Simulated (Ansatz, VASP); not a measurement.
# Cross-check of Fe between VASP and Ansatz, part 2 of 2

Aim: how closely do two programs agree when they are given the same cell, functional and k mesh? The cell is taken from a series of VASP runs on this material, whose earlier steps may have relaxed, scaled or displaced it; both programs get it as it stands.

VASP 6.6.1 and Ansatz 0.2.0.

So far: Set-up; VASP: relaxation of cell and atoms, r2SCAN.

### Step 3. Ansatz: relaxation of cell and atoms, r2SCAN

Level of this step: Ansatz beside VASP: Kohn-Sham DFT, plane waves, r2SCAN (Ansatz).

Ansatz runs on its default PAW (the set named soft_2) files.

The same cell, functional, mesh and smearing now go to Ansatz, which takes its cutoff from its data sets.

File input.yaml:

```yaml
crystal:
  lattice:
    - [-1.4284040398, 1.4284040398, 1.4284040398]
    - [1.4284040398, -1.4284040398, 1.4284040398]
    - [1.4284040398, 1.4284040398, -1.4284040398]
  atoms:
    - { symbol: Fe, position: [0.0, 0.0, 0.0], spin: 2.69 }
hamiltonian:
  xc: r2scan
  pseudopotentials: { kind: paw }
magnetization:
  spin_polarized: true
kpoints:
  mp_grid: { grid: [11, 11, 11] }
scf:
  occupations: { method: methfessel_paxton, width: 0.2 }
relax:
  f_tol: 0.01
  max_steps: 60
  cell: { stress_tol: 0.05 }
output:
  forces: true
  stress: true
```

Launch:

```console
> ansatz run input.yaml --threads 4 --pin off --max-ram 9216MiB --backend cpu --events-out ev --progress --plain --runs-dir out
```

Numbers of over 12 decimals in the logs are rounded to 6 here.

The program printed:

```text
Engine: ansatz 0.2.0, aarch64-unknown-linux-gnu
Pseudopotentials: kind: paw
Pseudopotential: Fe, paw, valence charge 16, recommended cutoff 500 eV (meta_gga), Fe.paw.azcp
Functional definition: r2SCAN
  parameter k0 = 0.174
  parameter k1 = 0.065
  parameter a1 = 4.9479
  exchange = r2scan_x(k0 = k0, k1 = k1, a1 = a1)
  correlation = r2scan_c
Crystal: 1 atoms, lattice volume = 11.658 Å³
Basis set: ecut = 500 eV, 321 PW (Γ), exchange–correlation on 80×80×80 points (64 copies of the dense FFT grid, shifted against one another)
Bands: 14, of which v1, the nominal top of the filled ones, is band 8 counted from 1 (7 counted from 0)
Symmetry: 48 space group operations
Space group: Im-3m (ITA 229), of the structure as read, at distance tolerance 2.3e-5 Å
Magnetic group: BNS 229.140 (UNI 1642), of the structure as read, at distance tolerance 2.3e-5 Å
k-points: 56 of 1331
Non-local potential: Fe, projectors of the file, l = 0: 3, l = 1: 2, l = 2: 3, l = 3: 1
PAW form: soft (Blöchl's): semilocal exchange-correlation on the pseudo side does not see the compensation charge
PAW frozen core: Fe, regenerated for the run's functional (the file was generated under x = pbe(κ = 0.804, μ = 0.219515), c = pbe(β = 0.066725))
PAW one-centre angular grid: Fe, 590 points (default); XC on 160 Gauss nodes
Initial density: superposition of atomic densities (chi_scale 0.1, normalization cell)
Starting moments: Σ|m| = 2.69 μB on 1 of 1 site
Initial wavefunctions: pseudopotential atomic-orbital guess
Functional: x = r2scan, c = r2scan; τ floored in thin density (d = 2e-4 eV/Å³)
SCF iter   1: F=—  HF=-4485.619990 eV  |F-HF|=—  |Δ(HF+E_count)|=         —  Δρ=9.59e-2 (↑2.95e-2 ↓9.59e-2)  dr2=1.17e0  dr2_τ=5.57e-3  dr2_m=1.41e-1  M=2.547 μB ∫|m|=2.631 μB  β_m=1.00  ethr=3.10e-3  ⟨swp⟩=4.5  Hψ=7311  notcnv=0
Mixer restart at iter 1: flushing history
preconditioner: auto → none  [metal: Δε(μ)=0.053 eV  Ē_g=15.175 eV  σ=0.200 eV  W_gap=0.15  n_scr=0 (ndim 8)  ℏωp=30.8 eV  f_vac=0.000  D(μ)=0.88/eV (n_scr^D=12)]
SCF iter   2: F=—  HF=-4485.317263 eV  |F-HF|=—  |Δ(HF+E_count)|=   3.03e-1  Δρ=3.88e-2 (↑3.88e-2 ↓2.05e-2)  dr2=2.58e-2  dr2_τ=4.21e-3  dr2_m=8.59e-2  M=2.599 μB ∫|m|=2.810 μB  β_m=1.00  ethr=3.10e-3  ⟨swp⟩=3.1  Hψ=3809  notcnv=0  defer=128  κ⁻¹=1.0e0(r=1)
SCF iter   3: F=—  HF=-4485.530543 eV  |F-HF|=—  |Δ(HF+E_count)|=         —  Δρ=2.00e-2 (↑2.00e-2 ↓1.07e-2)  dr2=9.00e-3  dr2_τ=4.52e-4  dr2_m=2.11e-2  M=2.637 μB ∫|m|=2.906 μB  β_m=1.00  ethr=1.62e-4  ⟨swp⟩=2.1  Hψ=3005  notcnv=0  defer=128
Mixer restart at iter 3: flushing history
SCF iter   4: F=—  HF=-4485.662097 eV  |F-HF|=—  |Δ(HF+E_count)|=   1.32e-1  Δρ=6.95e-3 (↑6.95e-3 ↓4.64e-3)  dr2=4.92e-3  dr2_τ=2.20e-4  dr2_m=4.53e-4  M=2.632 μB ∫|m|=2.927 μB  β_m=1.00  ethr=5.63e-5  ⟨swp⟩=2.4  Hψ=2813  notcnv=0  defer=128  κ⁻¹=1.0e0(r=1)
SCF iter   5: F=—  HF=-4485.786921 eV  |F-HF|=—  |Δ(HF+E_count)|=   1.25e-1  Δρ=4.21e-3 (↑4.21e-3 ↓3.94e-3)  dr2=3.28e-3  dr2_τ=1.15e-4  dr2_m=2.30e-5  M=2.627 μB ∫|m|=2.936 μB  β_m=1.00  ethr=3.08e-5  ⟨swp⟩=2.0  Hψ=2822  notcnv=0  defer=127  κ⁻¹=1.5e-2(r=2)
SCF iter   6: F=—  HF=-4485.897153 eV  |F-HF|=—  |Δ(HF+E_count)|=   1.10e-1  Δρ=2.22e-3 (↑1.66e-3 ↓2.22e-3)  dr2=1.18e-3  dr2_τ=1.89e-5  dr2_m=4.23e-5  M=2.615 μB ∫|m|=2.943 μB  β_m=1.00  ethr=2.05e-5  ⟨swp⟩=2.1  Hψ=3002  notcnv=0  defer=127  κ⁻¹=4.3e-3(r=3)
SCF iter   7: F=—  HF=-4485.902901 eV  |F-HF|=—  |Δ(HF+E_count)|=   5.75e-3  Δρ=9.97e-4 (↑9.97e-4 ↓8.68e-4)  dr2=1.31e-4  dr2_τ=5.49e-6  dr2_m=4.92e-5  M=2.612 μB ∫|m|=2.942 μB  β_m=1.00  ethr=7.36e-6  ⟨swp⟩=2.1  Hψ=2620  notcnv=0  defer=125  κ⁻¹=1.6e-3(r=4)
SCF iter   8: F=—  HF=-4485.903034 eV  |F-HF|=—  |Δ(HF+E_count)|=   1.33e-4  Δρ=2.37e-4 (↑2.31e-4 ↓2.37e-4)  dr2=1.29e-6  dr2_τ=1.14e-7  dr2_m=4.56e-6  M=2.612 μB ∫|m|=2.942 μB  β_m=1.00  ethr=8.22e-7  ⟨swp⟩=2.0  Hψ=2489  notcnv=0  defer=125  κ⁻¹=2.7e-4(r=5)
SCF iter   9: F=—  HF=-4485.896457 eV  |F-HF|=—  |Δ(HF+E_count)|=         —  Δρ=2.30e-4 (↑2.25e-4 ↓2.30e-4)  dr2=2.57e-6  dr2_τ=1.08e-7  dr2_m=4.45e-6  M=2.609 μB ∫|m|=2.943 μB  β_m=1.20  ethr=8.09e-9  ⟨swp⟩=2.0  Hψ=2484  notcnv=0  defer=125
Mixer restart at iter 9: flushing history
iteration 9: the input's own smearing fills from here on; a Gaussian of 0.2 eV has filled iterations ahead of it
SCF iter  10: F=—  HF=-4485.896470 eV  |F-HF|=—  |Δ(HF+E_count)|=   1.24e-5  S|Δr|=    0.00e0  Δρ=1.40e-4 (↑1.06e-4 ↓1.40e-4)  dr2=5.79e-7  dr2_τ=2.61e-8  dr2_m=1.06e-6  M=2.609 μB ∫|m|=2.944 μB  β_m=1.20  ethr=8.09e-9  ⟨swp⟩=2.0  Hψ=2356  notcnv=0  defer=125  κ⁻¹=1.0e0(r=1)
SCF iter  11: F=—  HF=-4485.896471 eV  |F-HF|=—  |Δ(HF+E_count)|=   7.89e-7  S|Δr|=    0.00e0  Δρ=6.67e-5 (↑5.53e-5 ↓6.67e-5)  dr2=3.88e-7  dr2_τ=7.57e-9  dr2_m=5.75e-9  M=2.609 μB ∫|m|=2.945 μB  β_m=1.20  ethr=3.62e-9  ⟨swp⟩=2.2  Hψ=2062  notcnv=0  defer=125  κ⁻¹=1.6e-1(r=2)
SCF iter  12: F=—  HF=-4485.896472 eV  |F-HF|=—  |Δ(HF+E_count)|=   1.58e-6  S|Δr|=    0.00e0  Δρ=4.93e-5 (↑4.10e-5 ↓4.93e-5)  dr2=2.09e-7  dr2_τ=4.05e-9  dr2_m=8.93e-9  M=2.609 μB ∫|m|=2.945 μB  β_m=1.20  ethr=2.42e-9  ⟨swp⟩=1.8  Hψ=1818  notcnv=0  defer=125  κ⁻¹=5.7e-3(r=3)
SCF iter  13: F=-4485.896474 eV  HF=-4485.896474 eV  |F-HF|=5.16e-8  |Δ(HF+E_count)|=   1.86e-6  S|Δr|=    0.00e0  Δρ=7.10e-6 (↑6.64e-6 ↓7.10e-6)  dr2=5.80e-9  dr2_τ=2.34e-10  dr2_m=4.80e-10  M=2.609 μB ∫|m|=2.945 μB  ethr=6.25e-10  ⟨swp⟩=2.5  Hψ=5423  notcnv=0
SCF 1 converged in 13 iterations: F = -4485.896474 eV  dr2 = 5.80e-9
  greatest PAW one-centre occupation: 1.005 electrons in one spin orbital (limit 2), on the Fe atom at site 0 (counted from 0), in its partial waves of l = 1
relax step   1: F+E_penalty+E_count = -4485.89647413 eV  Δ(F+E_penalty+E_count) = +0.000e0 eV  max|allowed force component| = 0.000e0 eV/Å  Δτ_max = 0.0000 Å  P = +0.908 GPa  Ω = 11.658 Å³  (13 SCF iters, dr2 threshold 1.00e-7 eV, accepted)
[...]
relax step   2: F+E_penalty+E_count = -4485.89655458 eV  Δ(F+E_penalty+E_count) = -8.046e-5 eV  max|allowed force component| = 0.000e0 eV/Å  Δτ_max = 0.0000 Å  P = +0.263 GPa  Ω = 11.692 Å³  energy of the carried Pulay correction = -4.591e-5 eV  (5 SCF iters, dr2 threshold 1.00e-7 eV, accepted)
[...]
relax step   3: F+E_penalty+E_count = -4485.89654777 eV  Δ(F+E_penalty+E_count) = +6.810e-6 eV  max|allowed force component| = 0.000e0 eV/Å  Δτ_max = 0.0000 Å  P = +0.003 GPa  Ω = 11.707 Å³  energy of the carried Pulay correction = -6.466e-5 eV  (4 SCF iters, dr2 threshold 1.00e-7 eV, accepted)
[...]
relax step   4: F+E_penalty+E_count = -4485.89663004 eV  Δ(F+E_penalty+E_count) = -8.227e-5 eV  max|allowed force component| = 0.000e0 eV/Å  Δτ_max = 0.0000 Å  P = +0.010 GPa  Ω = 11.707 Å³  stress off target by 1.01e-2 GPa  SCF on the basis re-selected at this cell (its energy is not comparable with the rows above)  (7 SCF iters)
basis re-selected at this cell: Δ(F+E_penalty+E_count) = -8.227e-5 eV, ΔP = +0.007 GPa vs the last step (what re-selecting the basis moved, of the pressure what is left beyond the Pulay correction that the steps carried, after the strain that the cell walked since its last selection, with what the two solves' SCF thresholds leave and, on support functions, any second-order correction that the steps lacked; it is no measure of the basis error at this ecutwfc). This SCF's stress stands 1.01e-2 GPa from its target on what of the cell is left free (relax.cell.stress_tol is 5.00e-2 GPa) and its largest allowed force component is 0.00e0 eV/Å (relax.f_tol is 1.00e-2 eV/Å): [rest of the remark cut]
SCF converged after 7 iterations
Stability not checked: this state was not tested for a lower state beside it, because cold or Methfessel-Paxton smearing, or corrected tetrahedra, fill the levels in a way that the test cannot read (fill_not_monotonic; see scf.lower_state_search)
Magnetization: 2.6086 μB (9.3043 up, 6.6957 down)
Absolute magnetization: 2.9486 μB (∫|ρ↑−ρ↓|, with the PAW one-centre terms)
Spin contamination: 0.1269 ħ² per cell (⟨S²⟩ above its minimum at these occupations)
Per-site moments (μB) at R_I (Å): [(2.769957, 1.021975)]
Free energy (F): -4485.896630 eV
Harris-Foulkes:  -4485.896630 eV  (|F-HF|=9.09e-12)
Internal energy: -4485.897161 eV  (E = F + TS)
E sigma→0 (E₀):  -4485.896763 eV
Entropy (-TS):   0.000531 eV (0.531 meV/atom)
Fermi energy:    17.832588 eV
--- Per-component energies (eV) ---
  E_band       = -243.099630
  E_kinetic    = 348.847841
  E_local      = -2103.870343  (includes V_loc(G=0)·N_el)
  E_nonlocal   = 223.170999
  E_hartree    = 883.152063
  E_xc         = -112.938679
  E_vxc        = -167.659757  (∫ρ·V_xc dr)
  E_paw        = -1379.277474  (= ΣΔE_a)
  E_vpaw       = -321.962001  (= ΣTr[D̂ρ^β])
  E_aug_tail   = 0.000252  (compensation charges beyond the density's cutoff)
  E_vtau       = 12.069250  (kinetic-family band-sum trace: ∫τ·v_τ [+ j·A + Jᵃ·Aᵃ] dr)
  E_ewald      = -2344.692343
  E_core_change = -0.289475  (= ΣΔE_core)
  E_smearing   = 0.000531  (= −TS)
  E_closure    = -0.000000  (closes the sum)
  Σ components = -4485.896630   (vs F -4485.896630, Δ=0.00e0)
--- Forces (eV/Å), atoms counted from 1 ---
  atom   1  Fe    -0.00000000     0.00000000     0.00000000
  max |Σ_I F_I| component: 1.19e-31 eV/Å
--- Stress (GPa, compression-positive) ---
        0.010059       0.000000       0.000000
       -0.000000       0.010059       0.000000
       -0.000000      -0.000000       0.010059
  P = ⅓ Tr σ = 0.0101 GPa (0.101 kbar)
--- Relaxed structure (3 steps of the walk, 3 accepted, 1 SCFs on fresh bases) ---
  F+E_penalty+E_count = -4485.89663004 eV   max|allowed force component| = 0.000e0 eV/Å   (the final SCF, on the basis selected at the relaxed cell)
  cell:  # Å, volume = 11.7065 Å³
    - [-1.430394, 1.430394, 1.430394]
    - [1.430394, -1.430394, 1.430394]
    - [1.430394, 1.430394, -1.430394]
  atoms:
    - { symbol: Fe, position: [0.0, 0.0, 0.0] }
```

It took 3.4 s on 4 threads of Arm Neoverse V1, shared host; peak memory 0.33 GiB.

### Step 4. Differences

Known differences besides the potentials themselves: VASP keeps PBE cores, Ansatz makes them for the functional; both relaxations stop at a tolerance, which leaves soft axes loose, and VASP keeps its plane-wave basis; the data sets hold 16 valence electrons in Ansatz (default PAW (the set named soft_2) files) and 8 in VASP; the cutoff is 500 eV in Ansatz and 400 eV in VASP; Ansatz adds a Pulay correction to the stress that steers its cell, VASP none; site moments are counted in spheres of each program's own size. Total energies have different zeros and are not compared.

Both answers:

```
                                         quantity  Ansatz   VASP  difference
                                      volume (Å³)   11.71  11.66     +0.42 %
edge a after relaxation, in the typed setting (Å)   2.478  2.474     +0.14 %
                                total moment (μB)    2.61   2.61        0.00
                               moment on Fe1 (μB)    2.77   2.68       +0.09
```

The walks stopped with 0.01 GPa left in Ansatz and -0.04 GPa in VASP; each walk ends within a tolerance, so the volume difference is uncertain by about these residues over the bulk modulus, most in soft cells.

### Step 5. Results

- difference in volume (relaxation of cell and atoms, r2SCAN): 0.42 %

In words: The difference in volume is 0.42 % (relaxation of cell and atoms, r2SCAN), within the 1.2 % picked in this series as the mark of a large difference, as far as the stopping tolerances let one tell. Such differences can come from data sets, numerical settings and the points named under the comparisons, not from the functional's error against experiment.

[Lines on the potential files, build, host, timing and source positions are cut from VASP's logs without a mark.]

[Logs are printed without paths, hosts, clocks, repeated set-up lines and the standing remarks that a program may print on its own settings, such as how far it seeks lower states.]

[Hosts, paths, dates, database ids (printed as entryN), source tags and the programs' standing remarks are cut or masked in the printed files.]
